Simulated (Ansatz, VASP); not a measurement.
# Be72H143 (V_H1) in two plane-wave programs, part 2 of 2

One calculation is typed for both programs; each brings its own data sets. How far apart do they land? The cell is taken from a series of runs on this material, whose earlier steps may have relaxed, scaled, displaced or heated it; both programs get it as it stands.

VASP 6.6.1 and Ansatz 0.2.0.

So far: The starting structure; Ansatz: single point, PBEsol.

## 3. VASP: single point, PBEsol

Level of this step: PBEsol; plane waves and PAW (Be, H) (VASP).

The same cell, functional, mesh and smearing now go to VASP, with its own data sets.

Lines of VASP's logs that name or quote its potential files are left out, and so is its time.

INCAR reads:

```
SYSTEM = Be72H143
PREC = Accurate
ENCUT = 520
EDIFF = 1E-06
NELM = 120
ISMEAR = -1
SIGMA = 0.01
LREAL = Auto
ALGO = Normal
GGA = PS
NELECT = 286
NBANDS = 293
LORBIT = 11
LWAVE = .FALSE.
LCHARG = .FALSE.
ISIF = 2
LASPH = .TRUE.
GGA_COMPAT = .FALSE.
EFERMI = MIDGAP
```

POSCAR reads:

```
Be72H143
1.0
   11.9799784523      0.0000000000      0.0000000000
    3.9933261508     -8.7573595481      7.5377721599
    3.9933261508     -8.7573595481     -7.5377721599
Be H
72 143
Direct
    0.1692555782      0.1230815308      0.3737962379
    0.1671625624      0.3740495168      0.1251924848
[... 24 atom lines left out ...]
    0.5943844714      0.3668726566      0.4212380611
[... 1 atom line left out ...]
    0.4771422670      0.3423437573      0.3295487486
[... 2 atom lines left out ...]
    0.4991168954      0.3718833170      0.6236482206
[... 4 atom lines left out ...]
    0.4584981953      0.6704252171      0.3746325303
[... 2 atom lines left out ...]
    0.5170827099      0.6669919006      0.1657861545
    0.4949320435      0.8399222403      0.3316364632
[... 4 atom lines left out ...]
    0.5167324114      0.6664091683      0.6647827414
[... 1 atom line left out ...]
    0.4034014001      0.5858307576      0.5842587332
[... 1 atom line left out ...]
    0.8349462060      0.3743207918      0.1238699582
    0.9278864271      0.4161255981      0.4154314162
[... 1 atom line left out ...]
    0.8189657279      0.3341779314      0.3320045776
[... 7 atom lines left out ...]
    0.8323105564      0.6249718295      0.3744054342
[... 2 atom lines left out ...]
    0.8497799907      0.6658541480      0.1658266075
[... 1 atom line left out ...]
    0.7383663792      0.5835559551      0.0839710112
[... 5 atom lines left out ...]
    0.7377691783      0.5835477545      0.5834955701
[... 33 atom lines left out ...]
    0.2758343107      0.5315681748      0.3780470710
[... 14 atom lines left out ...]
    0.5509341201      0.3670956901      0.2143892332
    0.5494274599      0.2303631262      0.3814953076
[... 3 atom lines left out ...]
    0.4850743948      0.4196788514      0.3970159369
[... 6 atom lines left out ...]
    0.5497609697      0.3721530441      0.7144486873
[... 1 atom line left out ...]
    0.3944866465      0.4677836086      0.6090330315
    0.6109313503      0.3646299552      0.5286819257
[... 6 atom lines left out ...]
    0.4465714910      0.2798629127      0.6301362231
[... 1 atom line left out ...]
    0.5546976738      0.8742784091      0.2137854861
    0.5502318602      0.7191034858      0.3712631110
[... 2 atom lines left out ...]
    0.6407763384      0.6583119220      0.1608316467
[... 1 atom line left out ...]
    0.3683440901      0.8310547159      0.3463664425
    0.5185192170      0.5896471420      0.0932730697
    0.3771497929      0.6327982970      0.4725091700
    0.4506936189      0.7832166866      0.1284929640
    0.4517747760      0.6276631319      0.2832422656
[... 4 atom lines left out ...]
    0.6403132363      0.6599335036      0.6584904387
[... 2 atom lines left out ...]
    0.5199041853      0.5920756183      0.5870565702
[... 4 atom lines left out ...]
    0.8868299271      0.3701020722      0.2160085425
    0.8834344481      0.2181230223      0.3719084266
    0.7245655158      0.4670452323      0.1214490331
[... 2 atom lines left out ...]
    0.8123156874      0.4109040764      0.4078281753
    0.6960487157      0.3497116250      0.3272775714
[... 7 atom lines left out ...]
    0.7224834790      0.4675561407      0.6214859445
[... 7 atom lines left out ...]
    0.7830332082      0.2817141610      0.6277983206
[... 7 atom lines left out ...]
    0.6916170268      0.8446831455      0.3389185538
    0.8535586321      0.5900258767      0.0903560156
    0.7225354387      0.6206960625      0.4673502536
    0.9426823678      0.5322320243      0.3768381667
[... 1 atom line left out ...]
    0.7810210636      0.6296723180      0.2819823203
[... 11 atom lines left out ...]
    0.7821390010      0.6282890286      0.7823248702
```

KPOINTS reads:

```
Automatic mesh
0
Gamma
1 1 1
0 0 0
```

PAW data sets: Be and H (PBE family, release 64).

Run with:

```
$ export OMP_NUM_THREADS=4
$ mpirun -np 1 vasp_gam
```

Numbers of over 12 decimals in the logs are rounded to 6 here.

Output:

```text
[banner, memory and clock lines left out]
running    1 mpi-ranks, on    1 nodes
[...]
Offloading initialized ...    1 GPUs detected
[...]
|                                                                             |
|               ----> ADVICE to this user running VASP <----                  |
|                                                                             |
|     You enforced a specific xc type in the INCAR file but a different       |
|     [... a line on the potential file left out ...]
|     I HOPE YOU KNOW WHAT YOU ARE DOING!                                     |
|                                                                             |

 LDA part: xc-table for (Slater+PW92), standard interpolation
 POSCAR, INCAR and KPOINTS ok, starting setup
[...]
entering main loop
       N       E                     dE             d eps       ncg     rms          rms(c)
DAV:   1     0.983700374468E+03    0.98370E+03   -0.11877E+05   586   0.860E+02
DAV:   2    -0.592425837075E+03   -0.15761E+04   -0.12711E+04   828   0.182E+02
DAV:   3    -0.799746982398E+03   -0.20732E+03   -0.20361E+03   756   0.577E+01
DAV:   4    -0.804087693775E+03   -0.43407E+01   -0.43279E+01   724   0.885E+00
DAV:   5    -0.804110432842E+03   -0.22739E-01   -0.22732E-01   764   0.729E-01BRMIX: very serious problems
 the old and the new charge density differ
 old charge density:   287.00000 new  286.00000
    0.363E+01
DAV:   6    -0.777681196589E+03    0.26429E+02   -0.90603E+00   668   0.372E+00    0.204E+01
DAV:   7    -0.765599604478E+03    0.12082E+02   -0.18201E+01   676   0.562E+00    0.214E+00
DAV:   8    -0.765840301838E+03   -0.24070E+00   -0.11786E+00   724   0.148E+00    0.841E-01
DAV:   9    -0.765831549106E+03    0.87527E-02   -0.98904E-02   732   0.423E-01    0.359E-01
[...]
DAV:  13    -0.765833445552E+03   -0.54705E-05   -0.61213E-05   724   0.230E-02    0.666E-03
DAV:  14    -0.765833456427E+03   -0.10875E-04   -0.10076E-04   772   0.139E-02    0.720E-03
DAV:  15    -0.765833457210E+03   -0.78252E-06   -0.75837E-06   692   0.409E-03
   1 F= -.76583346E+03 E0= -.76583346E+03  d E =0.000000E+00
```

OUTCAR, selected parts (step 3):

```text
  FREE ENERGIE OF THE ION-ELECTRON SYSTEM (eV)
  ---------------------------------------------------
  free  energy   TOTEN  =      -765.8334572096 eV

  energy  without entropy=     -765.8334572096  energy(sigma->0) =     -765.83345721
```

The run ends at a pressure of -0.19 GPa, with forces up to 0.87 eV/Å.

## 4. Comparison

Known differences besides the potentials themselves: the cutoff is 420 eV in Ansatz and 520 eV in VASP (PREC = Accurate, projectors in real space); Ansatz makes its cores anew for this functional, VASP keeps those of its PBE data sets. Total energies have different zeros and are not compared.

The two programs side by side:

```
              quantity  Ansatz   VASP  difference
gap on the k mesh (eV)   3.890  3.887      +0.003
```

Forces on 9 of the 215 atoms, those with the largest forces and the largest differences (eV/Å; atoms numbered as in POSCAR):

```
atom          Ansatz x, y, z            VASP x, y, z
Be27    0.355, 0.353, -0.710    0.358, 0.351, -0.714
Be29   -0.161, 0.277, -0.092   -0.167, 0.279, -0.091
Be37   -0.188, -0.489, 0.674   -0.188, -0.491, 0.673
H126   -0.556, -0.265, 0.390   -0.562, -0.278, 0.395
H129    -0.007, 0.008, 0.003    -0.019, 0.006, 0.006
H146   0.282, -0.013, -0.029   0.295, -0.011, -0.036
H151    0.173, 0.213, -0.257    0.167, 0.219, -0.258
H153  -0.165, -0.066, -0.411  -0.175, -0.065, -0.410
H155   -0.112, 0.336, -0.039   -0.122, 0.341, -0.045
```

The forces differ by 5.6 meV/Å r.m.s., which is 7.8 % of the r.m.s. force of 0.072 eV/Å (both taken over all components). A gap on the mesh is an upper bound, since the band edges may lie between its points. The cell carries a charge of +1 e against a uniform background, so its pressure also hangs on how the neutralising background is counted, and in a defect's cell a gap may be the spacing between its levels.

## 5. Summary of results

| Quantity | Value |
| --- | --- |
| r.m.s. force difference (single point, PBEsol) | 5.6 meV/Å |

The r.m.s. force difference is 5.6 meV/Å (single point, PBEsol), within the 12 meV/Å picked in this series as the mark of a large difference. How closely two codes agree says nothing of how well the functional describes the real material.

[Lines on the potential files, build, host, timing and source positions are cut from VASP's logs without a mark.]

[Logs are printed without paths, hosts, clocks, repeated set-up lines and the standing remarks that a program may print on its own settings, such as how far it seeks lower states.]

[Hosts, paths, dates, database ids (printed as entryN), source tags and the programs' standing remarks are cut or masked in the printed files.]
